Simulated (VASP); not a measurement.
Consider the following.

```
ZnS
1.0
    3.88613     0.00000     0.00000
   -1.94307     3.36549     0.00000
    0.00000     0.00000    31.78705
Zn S
10 10
Direct
  0.66667   0.33333   0.20000
  0.33333   0.66667   0.70000
  0.00000   0.00000   0.80000
  0.00000   0.00000   0.30000
  0.66667   0.33333   0.90000
  0.33333   0.66667   0.40000
  0.33333   0.66667   0.10010
  0.66667   0.33333   0.60010
  0.00000   0.00000   0.00010
  0.00000   0.00000   0.50010
  0.66667   0.33333   0.27490
  0.33333   0.66667   0.77490
  0.00000   0.00000   0.07500
  0.00000   0.00000   0.57500
  0.66667   0.33333   0.67500
  0.33333   0.66667   0.17500
  0.00000   0.00000   0.87490
  0.00000   0.00000   0.37490
  0.33333   0.66667   0.47510
  0.66667   0.33333   0.97510
```

These are PBE GGA, VASP's PBE PAW potentials (set 64) (plane waves; VASP) values and carry that method's errors. Numerical set-up: LREAL = Auto, 300 eV cut-off, 5×5×1 Γ-centred mesh, Gaussian smearing of 0.050 eV, potentials Zn S.

At this cut-off the stress carries a Pulay error, which pulls relaxed volumes low.

Problem. Give the stress tensor in GPa (positive for a compressed cell).

Solution. 
```
-1.98   0.00   0.00
 0.00  -1.98   0.00
 0.00   0.00  -2.21
```
The pressure is its mean diagonal, -2.06 GPa.

The structure comes from a computed database's ZnS entry; how it stands against other phases isn't given here. The cell was not relaxed at this level.
